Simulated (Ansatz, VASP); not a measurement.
# Cross-check of AlBTe3 between VASP and Ansatz, part 2 of 2

Aim: how closely do two programs agree when they are given the same cell, functional and k mesh? The cell is generated by rule, not measured, and may not be a known phase. The cell is taken from a series of runs on this material, whose earlier steps may have relaxed, scaled, displaced or heated it; both programs get it as it stands.

VASP 6.6.1 and Ansatz 0.2.0.

So far: Set-up; VASP: relaxation of cell and atoms, LDA.

The structure was built from a prototype and need not be the compound's stable phase.

**3. Ansatz: relaxation of cell and atoms, LDA**

Level of this step: Ansatz beside VASP: Kohn-Sham DFT, plane waves, LDA (Ansatz).

Ansatz runs on its default PAW (the set named soft_2) files.

The same cell, functional (in two slightly different forms), mesh and smearing now go to Ansatz, which takes its cutoff from its data sets.

Contents of input.yaml:

```yaml
crystal:
  lattice:
    - [4.8112, 0.0, 0.0]
    - [0.0, 4.8112, 0.0]
    - [0.0, 0.0, 4.8112]
  atoms:
    - { symbol: Al, position: [0.0, 0.0, 0.0] }
    - { symbol: B, position: [0.5, 0.5, 0.5] }
    - { symbol: Te, position: [0.5, 0.5, 0.0] }
    - { symbol: Te, position: [0.5, 0.0, 0.5] }
    - { symbol: Te, position: [0.0, 0.5, 0.5] }
kpoints:
  mp_grid: { grid: [6, 6, 6] }
hamiltonian:
  xc: lda
scf:
  occupations: { method: gaussian, width: 0.1 }
output:
  forces: true
  stress: true
  eigenvalues: true
relax:
  adjacent_minimum: "off"
  f_tol: 0.003
  max_steps: 80
  cell: { stress_tol: 0.03 }
```

Launch:

```
> ansatz run input.yaml --threads 4 --pin off --max-ram 8192MiB --backend cpu --events-out ev --progress --plain --runs-dir out
```

Numbers of over 12 decimals in the logs are rounded to 6 here.

What it wrote:

```text
Engine: ansatz 0.2.0, aarch64-unknown-linux-gnu
Pseudopotentials: kind: paw
Pseudopotential: Al, paw, valence charge 3, recommended cutoff 420 eV (normal), Al.paw.azcp
Pseudopotential: B, paw, valence charge 3, recommended cutoff 420 eV (normal), B.paw.azcp
Pseudopotential: Te, paw, valence charge 16, recommended cutoff 420 eV (normal), Te.paw.azcp
Functional definition: SPW92
  exchange = slater_x
  correlation = pw_c
Crystal: 5 atoms, lattice volume = 111.368 Å³
Basis set: ecut = 420 eV, 2109 PW (Γ)
Bands: 33, of which v1, the nominal top of the filled ones, is band 27 counted from 1 (26 counted from 0)
Symmetry: 48 space group operations
Space group: Pm-3m (ITA 221), of the structure as read, at distance tolerance 4.8e-5 Å
k-points: 20 of 216
Non-local potential: Al, projectors of the file, l = 0: 2, l = 1: 2, l = 2: 1
Non-local potential: B, projectors of the file, l = 0: 2, l = 1: 2, l = 2: 1
Non-local potential: Te, projectors of the file, l = 0: 2, l = 1: 2, l = 2: 2, l = 3: 2
PAW form: soft (Blöchl's): semilocal exchange-correlation on the pseudo side does not see the compensation charge
PAW frozen core: Al, regenerated for the run's functional, and the local potential with it (the file was generated under x = pbe(κ = 0.804, μ = 0.219515), c = pbe(β = 0.066725))
PAW frozen core: B, regenerated for the run's functional, and the local potential with it (the file was generated under x = pbe(κ = 0.804, μ = 0.219515), c = pbe(β = 0.066725))
PAW frozen core: Te, regenerated for the run's functional, and the local potential with it (the file was generated under x = pbe(κ = 0.804, μ = 0.219515), c = pbe(β = 0.066725))
PAW one-centre angular grid: Al, 110 points (default); XC on 64 Gauss nodes
PAW one-centre angular grid: B, 110 points (default); XC on 64 Gauss nodes
PAW one-centre angular grid: Te, 590 points (default); XC on 64 Gauss nodes
Initial density: superposition of atomic densities (neutral atoms: chi_scale 0, normalization atom), corrected by the library's trained network
Initial wavefunctions: pseudopotential atomic-orbital guess
Functional: x = slater, c = lda
SCF iter   1: F=—  HF=-21141.229294 eV  |F-HF|=—  |Δ(HF+E_count)|=         —  Δρ=8.77e-3  dr2=1.44e-1  ethr=1.77e-3  ⟨swp⟩=6.5  Hψ=2859  notcnv=0
preconditioner: auto → Kerker (q_TF=auto, 2.418 Å⁻¹)  [metal: Δε(μ)=0.061 eV  Ē_g=8.212 eV  σ=0.100 eV  W_gap=0.33  n_scr=26 (ndim 8)  ℏωp=17.2 eV  f_vac=0.000  D(μ)=4.02/eV (n_scr^D=26)]
SCF iter   2: F=—  HF=-21141.195036 eV  |F-HF|=—  |Δ(HF+E_count)|=   3.43e-2  Δρ=3.94e-3  dr2=2.47e-2  ethr=2.66e-4  ⟨swp⟩=1.6  Hψ=843  notcnv=0  defer=8
SCF iter   3: F=—  HF=-21141.187684 eV  |F-HF|=—  |Δ(HF+E_count)|=   7.35e-3  Δρ=8.54e-4  dr2=1.77e-3  ethr=4.57e-5  ⟨swp⟩=2.1  Hψ=827  notcnv=0  defer=8
SCF iter   4: F=—  HF=-21141.187229 eV  |F-HF|=—  |Δ(HF+E_count)|=   4.55e-4  Δρ=2.11e-4  dr2=1.19e-4  ethr=3.27e-6  ⟨swp⟩=2.3  Hψ=894  notcnv=0  defer=8
SCF iter   5: F=—  HF=-21141.187188 eV  |F-HF|=—  |Δ(HF+E_count)|=   4.02e-5  Δρ=7.07e-5  dr2=9.84e-6  ethr=2.21e-7  ⟨swp⟩=2.6  Hψ=1012  notcnv=0  defer=8
SCF iter   6: F=—  HF=-21141.187192 eV  |F-HF|=—  |Δ(HF+E_count)|=   3.45e-6  Δρ=1.55e-5  dr2=4.58e-7  ethr=1.82e-8  ⟨swp⟩=2.0  Hψ=767  notcnv=0  defer=8
SCF iter   7: F=-21141.187192 eV  HF=-21141.187192 eV  |F-HF|=1.13e-8  |Δ(HF+E_count)|=   1.20e-7  Δρ=4.68e-6  dr2=2.43e-8  ethr=1.85e-10  ⟨swp⟩=10.5  Hψ=2883  notcnv=0
SCF 1 converged in 7 iterations: F = -21141.187192 eV  dr2 = 2.43e-8
  greatest PAW one-centre occupation: 0.999 electrons in one spin orbital (limit 2), on the Te atom at site 2 (counted from 0), in its partial waves of l = 2
relax step   1: F+E_penalty+E_count = -21141.18719173 eV  Δ(F+E_penalty+E_count) = +0.000e0 eV  max|allowed force component| = 2.431e-29 eV/Å  Δτ_max = 0.0000 Å  P = -0.418 GPa  Ω = 111.368 Å³  (7 SCF iters, dr2 threshold 1.00e-7 eV, accepted)
[...]
relax step   2: F+E_penalty+E_count = -21141.18845680 eV  Δ(F+E_penalty+E_count) = -1.265e-3 eV  max|allowed force component| = 1.376e-29 eV/Å  Δτ_max = 0.0000 Å  P = +0.168 GPa  Ω = 110.288 Å³  energy of the carried Pulay correction = +4.048e-4 eV  (4 SCF iters, dr2 threshold 4.36e-7 eV, accepted)
[...]
relax step   3: F+E_penalty+E_count = -21141.18849977 eV  Δ(F+E_penalty+E_count) = -4.297e-5 eV  max|allowed force component| = 6.847e-29 eV/Å  Δτ_max = 0.0000 Å  P = -0.003 GPa  Ω = 110.596 Å³  energy of the carried Pulay correction = +2.889e-4 eV  (4 SCF iters, dr2 threshold 7.09e-8 eV, accepted)
[...]
relax step   4: F+E_penalty+E_count = -21141.18823457 eV  Δ(F+E_penalty+E_count) = +2.652e-4 eV  max|allowed force component| = 2.051e-29 eV/Å  Δτ_max = 0.0000 Å  P = -0.004 GPa  Ω = 110.596 Å³  stress off target by 3.87e-3 GPa  SCF on the basis re-selected at this cell (its energy is not comparable with the rows above)  (5 SCF iters)
basis re-selected at this cell: Δ(F+E_penalty+E_count) = +2.652e-4 eV, ΔP = -0.001 GPa vs the last step (what re-selecting the basis moved, of the pressure what is left beyond the Pulay correction that the steps carried, after the strain that the cell walked since its last selection, with what the two solves' SCF thresholds leave and, on support functions, any second-order correction that the steps lacked; it is no m [...]
SCF converged after 5 iterations
Free energy (F): -21141.188235 eV
Harris-Foulkes:  -21141.188235 eV  (|F-HF|=1.09e-11)
Internal energy: -21141.158275 eV  (E = F + TS)
E sigma→0 (E₀):  -21141.173255 eV
Entropy (-TS):   -0.029960 eV (-5.992 meV/atom)
Fermi energy:    10.042395 eV
--- Per-component energies (eV) ---
  E_band       = -689.368471
  E_kinetic    = 613.052461
  E_local      = -3876.777584  (includes V_loc(G=0)·N_el)
  E_nonlocal   = -889.758783
  E_hartree    = 2499.897140
  E_xc         = -442.756768
  E_vxc        = -381.797332  (∫ρ·V_xc dr)
  E_paw        = -14045.089070  (= ΣΔE_a)
  E_vpaw       = -1153.880737  (= ΣTr[D̂ρ^β])
  E_aug_tail   = -0.000686  (compensation charges beyond the density's cutoff)
  E_ewald      = -5001.862519
  E_core_change = 2.137534  (= ΣΔE_core)
  E_smearing   = -0.029960  (= −TS)
  E_closure    = -0.000000  (closes the sum)
  Σ components = -21141.188235   (vs F -21141.188235, Δ=0.00e0)
--- Forces (eV/Å), atoms counted from 1 ---
  atom   1  Al    -0.00000000     0.00000000     0.00000000
  atom   2  B     -0.00000000     0.00000000     0.00000000
  atom   3  Te     0.00000000     0.00000000     0.00000000
  atom   4  Te    -0.00000000     0.00000000     0.00000000
  atom   5  Te     0.00000000     0.00000000     0.00000000
  max |Σ_I F_I| component: 3.60e-29 eV/Å
--- Stress (GPa, compression-positive) ---
       -0.003868       0.000000       0.000000
        0.000000      -0.003868       0.000000
        0.000000       0.000000      -0.003868
  P = ⅓ Tr σ = -0.0039 GPa (-0.039 kbar)
--- Band table (eV; the first three rows and the last of 20) ---
  k-point 0: bands = [... 23 lower, 9.1584, 9.1584, 9.1766, 9.4933, 9.4933, 9.4933, 14.2763, 14.2763, ... 2 higher]
  k-point 1: bands = [... 23 lower, 8.7550, 8.7550, 9.0781, 9.4318, 9.4318, 10.6561, 14.2637, 14.5278, ... 2 higher]
  k-point 2: bands = [... 23 lower, 7.8634, 8.2023, 8.4434, 9.6016, 9.6016, 11.9783, 13.0037, 13.9285, ... 2 higher]
  k-point 19: bands = [... 23 lower, 10.9401, 10.9401, 11.7409, 11.7409, 11.7409, 12.1390, 12.1390, 12.1390, ... 2 higher]
--- Relaxed structure (3 steps of the walk, 3 accepted, 1 SCFs on fresh bases) ---
  F+E_penalty+E_count = -21141.18823457 eV   max|allowed force component| = 2.051e-29 eV/Å   (the final SCF, on the basis selected at the relaxed cell)
  cell:  # Å, volume = 110.5961 Å³
    - [4.800059, 0, 0]
    - [0, 4.800059, 0.0]
    - [0, 0.0, 4.800059]
  atoms:
    - { symbol: Al, position: [0, 0, 0] }
    - { symbol: B, position: [0.500000, 0.500000, 0.500000] }
    - { symbol: Te, position: [0.500000, 0.500000, 0] }
    - { symbol: Te, position: [0.500000, 0, 0.500000] }
    - { symbol: Te, position: [0, 0.500000, 0.500000] }
```

The column dr2 measures how far the density is from self-consistency, as an energy; F and HF (Harris–Foulkes) agree once it is small.

**4. Differences**

Known differences besides the potentials themselves: the two LDA forms differ slightly; the data sets hold 54 valence electrons in Ansatz (on its default PAW (the set named soft_2) files) and 24 in VASP; the cutoff is 420 eV in Ansatz and 500 eV in VASP; VASP's log shows a relativistic correction to its local exchange, Ansatz's none; Ansatz adds a Pulay correction to the stress that steers its cell, VASP none. Total energies have different zeros and are not compared.

The two programs side by side:

```tsv
quantity	Ansatz	VASP	difference
volume (Å³)	110.60	110.70	-0.09 %
edge a after relaxation, in the typed setting (Å)	4.800	4.801	-0.03 %
```

**5. What came out**

| Property | Result |
| --- | --- |
| difference in volume (relaxation of cell and atoms, LDA) | -0.090 % |

What this shows: The difference in volume is -0.090 % (relaxation of cell and atoms, LDA), within the 1.2 % picked in this series as the mark of a large difference, as far as the stopping tolerances let one tell. The data sets hold unlike numbers of valence electrons (54 in Ansatz and 24 in VASP), so part of the differences comes from the potentials. Such differences can come from data sets, numerical settings and the points named under the comparisons, not from the functional's error against experiment.

[Lines on the potential files, build, host, timing and source positions are cut from VASP's logs without a mark.]

[Logs are printed without paths, hosts, clocks, repeated set-up lines and the standing remarks that a program may print on its own settings, such as how far it seeks lower states.]

[Hosts, paths, dates, database ids (printed as entryN), source tags and the programs' standing remarks are cut or masked in the printed files.]
